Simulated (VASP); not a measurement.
A run of VASP 6.6.1:

Contents of INCAR:

```
SYSTEM = BeB3
PREC = Accurate
ENCUT = 520
EDIFF = 1E-6
ISMEAR = 0
SIGMA = 0.1
LREAL = .FALSE.
LASPH = .TRUE.
NELM = 60
ALGO = Normal
ISIF = 2
LWAVE = .FALSE.
LCHARG = .FALSE.
GGA = PE
NBANDS = 21
```

The input KPOINTS:

```
regular mesh
0
G
  6 6 6
  0 0 0
```

Contents of POSCAR:

```
BeB3
1.0
    0.0000000000      2.9336361500      2.9336361500
    2.9336361500      0.0000000000      2.9336361500
    2.9336361500      2.9336361500      0.0000000000
Be B
2 6
Direct
    0.7500000000      0.7500000000      0.7500000000
    0.5000000000      0.5000000000      0.5000000000
    0.0000000000      0.0000000000      0.0000000000
    0.2500000000      0.2500000000      0.2500000000
    0.1250000000      0.1250000000      0.1250000000
    0.1250000000      0.1250000000      0.6250000000
    0.1250000000      0.6250000000      0.1250000000
    0.6250000000      0.1250000000      0.1250000000
```

Potentials or basis: VASP PAW PBE potentials, release 64 (Be, B).

Command:

```sh
$ cat potpaw_PBE.64/Be/POTCAR potpaw_PBE.64/B/POTCAR > POTCAR
$ mpirun -np 1 vasp_std > vasp.out
```

Hardware: 1 thread of Intel(R) Xeon(R) Platinum 8488C (Sapphire Rapids), on a shared host.

Question: How long does it take, and how much memory?

Answer: Run time: 16 s on 1 thread of Intel(R) Xeon(R) Platinum 8488C (Sapphire Rapids), with other jobs on the host, peak memory 0.17 GiB. Counts: scf iterations 14, k points 16.
